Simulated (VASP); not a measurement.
Level of theory: PBEsol GGA, VASP's PBE PAW potentials (set 64) (plane waves; VASP).

Input for VASP

File POSCAR:
```
Mn
3.9658270
  0.6164292867   0.0000000054   0.0000000000
 -0.3082147601   0.5338435159   0.0000000000
  0.0000000000   0.0000000000   0.9999999133
Mn
2
Cart
 -0.0000003861   0.3558958570   0.2499999783
  0.3082149126   0.1779476643   0.7499999349
```

KPOINTS:
```
K-points
0
Gamma
  19 19 10
```

INCAR:
```
GGA = PS
LORBIT = 11
ISMEAR = -5   # tetrahedra, Bloechl
SYSTEM = Mn
LMAXMIX = 4   # l cut-off of mixed one-centre charges
NELM = 100
LWAVE = .FALSE.
NEDOS = 601   # DOS grid
LASPH = .TRUE.   # aspherical one-centre terms
ISIF = 2   # forces and stress, cell fixed
ALGO = Normal
ENCUT = 400   # plane-wave cut-off (eV)
LREAL = .FALSE.   # projection in real space or not
LCHARG = .TRUE.
EDIFF = 1E-7   # SCF stop (eV)
PREC = Accurate
```

POTCAR, in this order: Mn_pv (PBE.64 set). Program: vasp_std.

The run wrote:

### OSZICAR
```
       N       E                     dE             d eps       ncg     rms          rms(c)
DAV:   1     0.206055495630E+03    0.20606E+03   -0.14270E+04  8344   0.185E+03
DAV:   2    -0.146027859803E+02   -0.22066E+03   -0.21811E+03  8271   0.471E+02
DAV:   3    -0.229864379150E+02   -0.83837E+01   -0.81603E+01  9149   0.106E+02
DAV:   4    -0.231312971007E+02   -0.14486E+00   -0.14415E+00  9102   0.133E+01
DAV:   5    -0.231337998896E+02   -0.25028E-02   -0.25009E-02  9076   0.181E+00    0.210E+01
DAV:   6    -0.195376565015E+02    0.35961E+01   -0.27477E+01  8488   0.640E+01    0.268E+00
DAV:   7    -0.194411437546E+02    0.96513E-01   -0.69659E-01  8525   0.110E+01    0.102E+00
DAV:   8    -0.194175176071E+02    0.23626E-01   -0.10631E-02  9030   0.132E+00    0.309E-01
DAV:   9    -0.194160861909E+02    0.14314E-02   -0.23755E-03  8723   0.389E-01    0.596E-02
DAV:  10    -0.194160460375E+02    0.40153E-04   -0.25793E-04  8355   0.185E-01    0.179E-02
DAV:  11    -0.194160521628E+02   -0.61253E-05   -0.41967E-05  8478   0.781E-02    0.534E-03
DAV:  12    -0.194160489156E+02    0.32472E-05   -0.23656E-06  8611   0.191E-02    0.590E-04
DAV:  13    -0.194160484551E+02    0.46054E-06   -0.85255E-08  4207   0.345E-03    0.476E-04
DAV:  14    -0.194160486859E+02   -0.23079E-06   -0.20959E-08  4083   0.205E-03    0.207E-04
DAV:  15    -0.194160485986E+02    0.87263E-07   -0.56948E-09  4080   0.100E-03
   1 F= -.19416049E+02 E0= -.19416049E+02  d E =0.000000E+00
```

OUTCAR:
```
------------------------ aborting loop because EDIFF is reached ----------------------------------------
  FORCE on cell =-STRESS in cart. coord.  units (eV):
  Direction    XX          YY          ZZ          XY          YZ          ZX
  --------------------------------------------------------------------------------------
  Total        0.0563806      0.0563806     -0.1402996     -0.0000000      0.0000000      0.0000000
  in kB        4.4008997      4.4009013    -10.9513727     -0.0000009      0.0000000      0.0000000
  external PRESSURE =      -0.7165239 kB  Pullay stress =       0.0000000 kB
  volume of cell :       20.53
      direct lattice vectors                 reciprocal lattice vectors
     2.444651909  0.000000021  0.000000000     0.409056190  0.236168749  0.000000000
    -1.222326417  2.117131029  0.000000000    -0.000000004  0.472337319  0.000000000
     0.000000000  0.000000000  3.965826656     0.000000000  0.000000000  0.252154238
 POSITION                                       TOTAL-FORCE (eV/Angst)
 -----------------------------------------------------------------------------------
     -0.00000      1.41142      0.99146         0.000000     -0.000000      0.000000
      1.22233      0.70571      2.97437        -0.000000      0.000000      0.000000
 -----------------------------------------------------------------------------------
    total drift:                                0.000079     -0.000045      0.000103
  FREE ENERGIE OF THE ION-ELECTRON SYSTEM (eV)
  ---------------------------------------------------
  free  energy   TOTEN  =       -19.4160485986 eV

  energy  without entropy=      -19.4160485986  energy(sigma->0) =      -19.41604860

 total charge

# of ion       s       p       d       tot
------------------------------------------
    1        0.449   6.437   5.203  12.088
    2        0.449   6.437   5.203  12.088
--------------------------------------------------
tot          0.897  12.875  10.405  24.177
```
(Selected blocks of OUTCAR.)

For a metal the tetrahedron method with Blöchl corrections gives inexact stress and forces.

The structure was generated: Mn was put into the hcp type (P6_3/mmc), which need not be its known phase. It was relaxed first, which changed the volume by -11 %. The run is not spin-polarised, so no magnetic state was tried.
